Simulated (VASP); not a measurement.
# AlSn (P-6m2) in VASP: notebook

One crystal, AlSn, is run at these levels: PBEsol; tasks: single point.

All numbers are computed with VASP 6.6.1; they aren't measurements. Logs are shortened: lines on timing, memory, paths and dates and some standing lists are left out, and cuts for length are marked.

## Step 1: The structure

It takes space group P-6m2 (No. 187, hexagonal). Conventional cell: a = 4.198 Å, b = 4.198 Å, c = 3.307 Å, α = 90.00°, β = 90.00°, γ = 120.00°. Al (site symmetry -6m2) is surrounded by 6 Sn at 2.93 Å and 2 Al at 3.31 Å. Sn (site symmetry -6m2) has 6 Al at 2.93 Å and 2 Sn at 3.31 Å as nearest neighbours.

The cell comes from a database or a generator and needn't be the stable form of this composition.

## Step 2: Single point, PBEsol

The input, INCAR:

```
ALGO = Fast
EDIFF = 1E-6
ENCUT = 520
GGA = PS
ISIF = 2
ISMEAR = -1
LASPH = True
LCHARG = False
LREAL = False
LWAVE = False
NBANDS = 16
NELM = 100
PREC = Accurate
SIGMA = 0.05
```

The input, KPOINTS:

```
k-points
0
Gamma
  11 11 12
```

The input, POSCAR:

```
AlSn
1.0
    4.1981056157      0.0000000000      0.0000000000
   -2.0990528078      3.6356661109      0.0000000000
    0.0000000000      0.0000000000      3.3068470000
Al Sn
1 1
Direct
    0.0000000000      0.0000000000      0.0000000000
    0.3333333333      0.6666666667      0.5000000000
```

Potentials or basis: VASP PAW PBE potentials, release 64 (Al, Sn_d).

The run is started by

```sh
$ cat potpaw_PBE.64/Al/POTCAR potpaw_PBE.64/Sn_d/POTCAR > POTCAR
$ mpirun -np 1 vasp_std > vasp.out
```

OUTCAR:

```text
EDIFF = 1E-6
   ENCUT = 520
   GGA = PS
   ISIF = 2
   ISMEAR = -1
   LASPH = True
   LREAL = False
   NELM = 100
   PREC = Accurate

 ion  position               nearest neighbor table
   1  0.000  0.000  0.000-   2 2.93   2 2.93   2 2.93   2 2.93   2 2.93   2 2.93
   2  0.333  0.667  0.500-   1 2.93   1 2.93   1 2.93   1 2.93   1 2.93   1 2.93

  LATTYP: Found a hexagonal cell.
 ALAT       =     4.1981056157
 C/A-ratio  =     0.7876998110

  Lattice vectors:

 A1 = (   4.1981056157,   0.0000000000,   0.0000000000)
 A2 = (  -2.0990528078,   3.6356661109,   0.0000000000)
 A3 = (   0.0000000000,   0.0000000000,   3.3068470000)

Analysis of symmetry for initial positions (statically):
=====================================================================
 Subroutine PRICEL returns:
 Original cell was already a primitive cell.

 Routine SETGRP: Setting up the symmetry group for a
 hexagonal supercell.

 Subroutine GETGRP returns: Found 12 space group operations
 (whereof 12 operations were pure point group operations)
 out of a pool of 24 trial point group operations.

The static configuration has the point symmetry D_3h.

Analysis of symmetry for dynamics (positions and initial velocities):
=====================================================================
 Subroutine PRICEL returns:
 Original cell was already a primitive cell.

 Routine SETGRP: Setting up the symmetry group for a
 hexagonal supercell.

 Subroutine GETGRP returns: Found 12 space group operations
 (whereof 12 operations were pure point group operations)
 out of a pool of 24 trial point group operations.

The dynamic configuration has the point symmetry D_3h.

 Subroutine INISYM returns: Found 12 space group operations
 (whereof 12 operations are pure point group operations),
 and found     1 'primitive' translations

----------------------------------------------------------------------------------------

                                     Primitive cell

  volume of cell :      50.4721

  direct lattice vectors                    reciprocal lattice vectors
     4.198105616  0.000000000  0.000000000     0.238202678  0.137526380  0.000000000
    -2.099052808  3.635666111  0.000000000     0.000000000  0.275052760  0.000000000
     0.000000000  0.000000000  3.306847000     0.000000000  0.000000000  0.302402863

  length of vectors
     4.198105616  4.198105616  3.306847000     0.275052760  0.275052760  0.302402863

  position of ions in fractional coordinates (direct lattice)
     0.000000000  0.000000000  0.000000000
     0.333333333  0.666666667  0.500000000

  ion indices of the primitive-cell ions
   primitive index   ion index
                 1           1
                 2           2

----------------------------------------------------------------------------------------

 KPOINTS: k-points

Automatic generation of k-mesh.
 Grid dimensions read from file:
 generate k-points for:   11   11   12

 Generating k-lattice:

  Cartesian coordinates                     Fractional coordinates (reciprocal lattice)
     0.021654789  0.012502398  0.000000000     0.090909091  0.000000000  0.000000000
     0.000000000  0.025004796  0.000000000     0.000000000  0.090909091  0.000000000
     0.000000000  0.000000000  0.025200239     0.000000000  0.000000000  0.083333333

  Length of vectors
     0.025004796  0.025004796  0.025200239

  Shift w.r.t. Gamma in fractional coordinates (k-lattice)
     0.000000000  0.000000000  0.000000000

 Subroutine IBZKPT returns following result:
 ===========================================

 Found    112 irreducible k-points:

 Following reciprocal coordinates:
            Coordinates               Weight
  0.000000  0.000000  0.000000      1.000000
  0.090909  0.000000  0.000000      6.000000
  0.181818  0.000000  0.000000      6.000000
  0.272727  0.000000  0.000000      6.000000
  0.363636  0.000000  0.000000      6.000000
  0.454545  0.000000  0.000000      6.000000
[... 16 lines left out ...]
  0.090909  0.090909  0.083333     12.000000
  0.181818  0.090909  0.083333     24.000000
 [... further k-points ...]
   k-points           NKPTS =    112   k-points in BZ     NKDIM =    112   number of bands    NBANDS=     16
   number of dos      NEDOS =    301   number of ions     NIONS =      2
   total plane-waves  NPLWV =  28672
   dimension x,y,z NGX =    32 NGY =   32 NGZ =   28
   dimension x,y,z NGXF=    64 NGYF=   64 NGZF=   56
   ions per type =               1   1
   NGX,Y,Z   is equivalent  to a cutoff of  12.67, 12.67, 14.08 a.u.
   NGXF,Y,Z  is equivalent  to a cutoff of  25.34, 25.34, 28.15 a.u.
 SYSTEM =  unknown system
   PREC   = accura    normal or accurate (medium, high low for compatibility)
   ISTART =      0    job   : 0-new  1-cont  2-samecut
   ICHARG =      2    charge: 1-file 2-atom 10-const
   ISPIN  =      1    spin polarized calculation?
   LNONCOLLINEAR =      F non collinear calculations
   LSORBIT =      F    spin-orbit coupling
   LASPH  =      T    aspherical Exc in radial PAW
   ENCUT  =  520.0 eV  38.22 Ry    6.18 a.u.   7.81  7.81  6.15*2*pi/ulx,y,z
   NELM   =    100;   NELMIN=  2; NELMDL= -5     # of ELM steps
   EDIFF  = 0.1E-05   stopping-criterion for ELM
   LREAL  =      F    real-space projection
   EDIFFG = 0.1E-04   stopping-criterion for IOM
   NSW    =      0    number of steps for IOM
   IBRION =     -1    ionic relax: 0-MD 1-quasi-New 2-CG
   NFREE  =      0    steps in history (QN), initial steepest desc. (CG)
   ISIF   =      2    stress and relaxation
   ISYM   =      2    0-nonsym 1-usesym 2-fastsym
   POTIM  = 0.5000    time-step for ionic-motion
   TEBEG  =    0.0;   TEEND  =   0.0 temperature during run
   PSTRESS=    0.0 pullay stress
   NELECT =      17.0000    total number of electrons
   NUPDOWN=      -1.0000    fix difference up-down
   EMIN   =  10.00;   EMAX   =-10.00  energy-range for DOS
   EFERMI =   0.00;   METHOD = LEGACY
   ISMEAR =    -1;   SIGMA  =   0.05  broadening in eV -4-tet -1-fermi 0-gaus
   EFERMI_NEDOS =   21; number of points for ismear=-14 and -15
   IALGO  =     68    algorithm
   IMIX   =      4    mixing-type and parameters
     AMIX     =   0.40;   BMIX     =  1.00
     AMIX_MAG =   1.60;   BMIX_MAG =  1.00
  volume/ion in A,a.u.               =      25.24       170.30
  Fermi-wavevector in a.u.,A,eV,Ry     =   1.139044  2.152482 17.652500  1.297422
  Thomas-Fermi vector in A             =   2.275748
   LORBIT       =      0    0 simple, 1 ext, 2 COOP (PROOUT), +10 PAW based schemes
   GGA     = PS    functional components
   LHFCALC =     F    Hartree Fock is set to
   AEXX    =    0.0000 exact exchange contribution
   IVDW    =     0    specifies the selected vdW correction
   LEPSILON=     F    determine dielectric tensor
   LRPA    =     F    only Hartree local field effects (RPA)
 non-spin polarized calculation
 RMM-DIIS sequential band-by-band and
  energy-cutoff  :      520.00
  volume of cell :       50.47
 maximum number of plane-waves:      1380
 NGX is ok and might be reduce to    32
   NGX = 15   NGY = 15   NGZ = 13

 number of electron      16.9999999 magnetization

 Free energy of the ion-electron system (eV)
  ---------------------------------------------------
  ext. energy  EPLUGINS =         0.00000000
  ---------------------------------------------------
  free energy    TOTEN  =        -7.94966254 eV

  energy without entropy =       -7.93892732  energy(sigma->0) =       -7.94429493

 E-fermi :   6.3068     XC(G=0):  -9.6867

 val. band max:        6.3027192461   @ k =   0.1818   0.1818   0.4167
 cond. band min:       6.3179301804   @ k =   0.4545   0.0909   0.4167
 fundamental gap:      0.0152109344
 Fermi energy:         6.3068029960

 k-point     1 :       0.0000    0.0000    0.0000
  band No.  band energies     occupation
      1     -14.9640      2.00000
      2     -14.8462      2.00000
      3     -14.8462      2.00000
      4     -14.8342      2.00000
      5     -14.8342      2.00000
      6      -4.1536      2.00000
[... 8 lines left out ...]
     15      17.8470      0.00000
     16      19.1249      0.00000

 k-point     2 :       0.0909    0.0000    0.0000
  band No.  band energies     occupation
      1     -14.9634      2.00000
      2     -14.8464      2.00000
      3     -14.8446      2.00000
      4     -14.8348      2.00000
      5     -14.8344      2.00000
      6      -4.0679      2.00000
[... 8 lines left out ...]
     15      17.0778      0.00000
     16      19.0416      0.00000

 k-point     3 :       0.1818    0.0000    0.0000
  band No.  band energies     occupation
      1     -14.9616      2.00000
      2     -14.8470      2.00000
      3     -14.8404      2.00000
      4     -14.8361      2.00000
      5     -14.8348      2.00000
      6      -3.8141      2.00000
[... 8 lines left out ...]
     15      15.8897      0.00000
     16      18.2781      0.00000

 k-point     4 :       0.2727    0.0000    0.0000
  band No.  band energies     occupation
      1     -14.9593      2.00000
      2     -14.8476      2.00000
      3     -14.8379      2.00000
      4     -14.8352      2.00000
      5     -14.8348      2.00000
      6      -3.4060      2.00000
[... 8 lines left out ...]
     15      15.8455      0.00000
     16      17.6606      0.00000
[... 324 lines left out ...]
 k-point    22 :       0.4545    0.0000    0.0833
  band No.  band energies     occupation
      1     -14.9440      2.00000
      2     -14.8481      2.00000
      3     -14.8450      2.00000
      4     -14.8405      2.00000
      5     -14.8261      2.00000
      6      -2.3205      2.00000
[... 8 lines left out ...]
     15      16.2248      0.00000
     16      16.4420      0.00000

 k-point    23 :       0.0909    0.0909    0.0833
  band No.  band energies     occupation
      1     -14.9501      2.00000
      2     -14.8462      2.00000
      3     -14.8415      2.00000
      4     -14.8401      2.00000
      5     -14.8389      2.00000
      6      -3.8009      2.00000
[... 8 lines left out ...]
     15      15.3742      0.00000
     16      17.0581      0.00000

 k-point    24 :       0.1818    0.0909    0.0833
  band No.  band energies     occupation
      1     -14.9480      2.00000
      2     -14.8465      2.00000
      3     -14.8417      2.00000
      4     -14.8397      2.00000
      5     -14.8366      2.00000
      6      -3.4690      2.00000
[... 8 lines left out ...]
     15      15.8349      0.00000
     16      16.5348      0.00000

 [... further k-points ...]

------------------------ aborting loop because EDIFF is reached ----------------------------------------

  FORCE on cell =-STRESS in cart. coord.  units (eV):
  Direction    XX          YY          ZZ          XY          YZ          ZX
  --------------------------------------------------------------------------------------
  -------------------------------------------------------------------------------------
  Total       -0.5057993     -0.5057993     -0.9335633     -0.0000000      0.0000000     -0.0000000
  in kB      -16.0559993    -16.0559993    -29.6348602     -0.0000000      0.0000000     -0.0000000
  external PRESSURE =     -20.5822863 kB  Pullay stress =       0.0000000 kB

 VOLUME and BASIS-vectors are now :
 -----------------------------------------------------------------------------
  energy-cutoff  :      520.00
  volume of cell :       50.47
      direct lattice vectors                 reciprocal lattice vectors
     4.198105616  0.000000000  0.000000000     0.238202678  0.137526380  0.000000000
    -2.099052808  3.635666111  0.000000000     0.000000000  0.275052760  0.000000000
     0.000000000  0.000000000  3.306847000     0.000000000  0.000000000  0.302402863

 POSITION                                       TOTAL-FORCE (eV/Angst)
 -----------------------------------------------------------------------------------
      0.00000      0.00000      0.00000        -0.000000      0.000000      0.000000
     -0.00000      2.42378      1.65342         0.000000     -0.000000      0.000000
 -----------------------------------------------------------------------------------
    total drift:                                0.000000     -0.000000     -0.000000

  FREE ENERGIE OF THE ION-ELECTRON SYSTEM (eV)
  ---------------------------------------------------
  free  energy   TOTEN  =        -7.9496625410 eV

  energy  without entropy=       -7.9389273204  energy(sigma->0) =       -7.94429493
```

It took 44 s on 1 thread of AMD EPYC 9R45 (Zen 5), shared host; peak memory 0.2 GiB.

What came out:

* Free energy: -7.9497 eV
* Pressure: -2.1 GPa
* Band gap on the k mesh: none (metal or under the smearing width)

Caveat: the PAW data sets were made with another functional, which shifts forces and pressure a little.

## Step 3: Single point, PBEsol (volume scaled by 1.04)

The input, INCAR:

```
ALGO     = Fast           # electronic algorithm
EDIFF    = 1E-6           # SCF threshold, eV
ENCUT    = 520            # plane-wave cutoff, eV
GGA      = PS             # functional
ISIF     = 2              # what is computed and relaxed
ISMEAR   = -1             # smearing method
LASPH    = T              # aspherical terms in the spheres
LCHARG   = T              # write CHGCAR
LELF     = T              # ELF
LREAL    = F              # projectors in reciprocal space
LVHAR    = T            
LWAVE    = F              # write WAVECAR
NBANDS   = 16             # bands
NELM     = 100            # most SCF steps
PREC     = Accurate       # precision mode
SIGMA    = 0.05           # smearing width, eV
```

KPOINTS is that of step 2.

The input, POSCAR:

```
AlSn
1.0
    4.2533501827      0.0000000000      0.0000000000
   -2.1266750914      3.6835093094      0.0000000000
    0.0000000000      0.0000000000      3.3503631350
Al Sn
1 1
Direct
    0.0000000000      0.0000000000      0.0000000000
    0.3333333333      0.6666666667      0.5000000000
```

Potentials or basis: VASP PAW PBE potentials, release 64 (Al, Sn_d).

The run is started by

```sh
$ cat potpaw_PBE.64/Al/POTCAR potpaw_PBE.64/Sn_d/POTCAR > POTCAR
$ mpirun -np 1 vasp_std > vasp.out
```

OUTCAR:

```text
EDIFF = 1E-6
   ENCUT = 520
   GGA = PS
   ISIF = 2
   ISMEAR = -1
   LASPH = T
   LREAL = F
   NELM = 100
   PREC = Accurate

 ion  position               nearest neighbor table
   1  0.000  0.000  0.000-   2 2.97   2 2.97   2 2.97   2 2.97   2 2.97   2 2.97
   2  0.333  0.667  0.500-   1 2.97   1 2.97   1 2.97   1 2.97   1 2.97   1 2.97

  LATTYP: Found a hexagonal cell.
 ALAT       =     4.2533501827
 C/A-ratio  =     0.7876998110

[... 643 lines left out ...]
     16      15.9565      0.00000

 [... further k-points ...]

------------------------ aborting loop because EDIFF is reached ----------------------------------------

  FORCE on cell =-STRESS in cart. coord.  units (eV):
  Direction    XX          YY          ZZ          XY          YZ          ZX
  --------------------------------------------------------------------------------------
  -------------------------------------------------------------------------------------
  Total       -1.0381254     -1.0381254     -1.5423159      0.0000000      0.0000000      0.0000000
  in kB      -31.6865989    -31.6865989    -47.0759527      0.0000000      0.0000000      0.0000000
  external PRESSURE =     -36.8163835 kB  Pullay stress =       0.0000000 kB

 VOLUME and BASIS-vectors are now :
 -----------------------------------------------------------------------------
  energy-cutoff  :      520.00
  volume of cell :       52.49
      direct lattice vectors                 reciprocal lattice vectors
     4.253350183  0.000000000  0.000000000     0.235108786  0.135740121  0.000000000
    -2.126675091  3.683509309  0.000000000     0.000000000  0.271480242  0.000000000
     0.000000000  0.000000000  3.350363135     0.000000000  0.000000000  0.298475108

 POSITION                                       TOTAL-FORCE (eV/Angst)
 -----------------------------------------------------------------------------------
      0.00000      0.00000      0.00000        -0.000000      0.000000      0.000000
     -0.00000      2.45567      1.67518         0.000000     -0.000000      0.000000
 -----------------------------------------------------------------------------------
    total drift:                                0.000000     -0.000000     -0.000000

  FREE ENERGIE OF THE ION-ELECTRON SYSTEM (eV)
  ---------------------------------------------------
  free  energy   TOTEN  =        -7.9136077005 eV

  energy  without entropy=       -7.9027115197  energy(sigma->0) =       -7.90815961
```

stdout:

```text
POSCAR found type information on POSCAR AlSn
 POSCAR found :  2 types and       2 ions
 scaLAPACK will be used
 -----------------------------------------------------------------------------
|                                                                             |
|                                                                             |
|     You enforced a specific xc type in the INCAR file but a different       |
|     I HOPE YOU KNOW WHAT YOU ARE DOING!                                     |
|                                                                             |
 -----------------------------------------------------------------------------

 LDA part: xc-table for (Slater+PW92), standard interpolation
 POSCAR, INCAR and KPOINTS ok, starting setup
 FFT: planning ... GRIDC
 FFT: planning ... GRID_SOFT
 FFT: planning ... GRID
 WAVECAR not read
 entering main loop
WARNING in EDDRMM: call to ZHEGV failed, returncode =   8  4     15
WARNING in EDDRMM: call to ZHEGV failed, returncode =   8  4     14
WARNING in EDDRMM: call to ZHEGV failed, returncode =   8  4     15
```

It took 46 s on 1 thread of AMD EPYC 9R45 (Zen 5), shared host; peak memory 0.2 GiB.

Results:

- Free energy: -7.9136 eV
- Pressure: -3.7 GPa
- Band gap on the k mesh: none (metal or under the smearing width)

Caveat: the PAW data sets were made with another functional, which shifts forces and pressure a little.
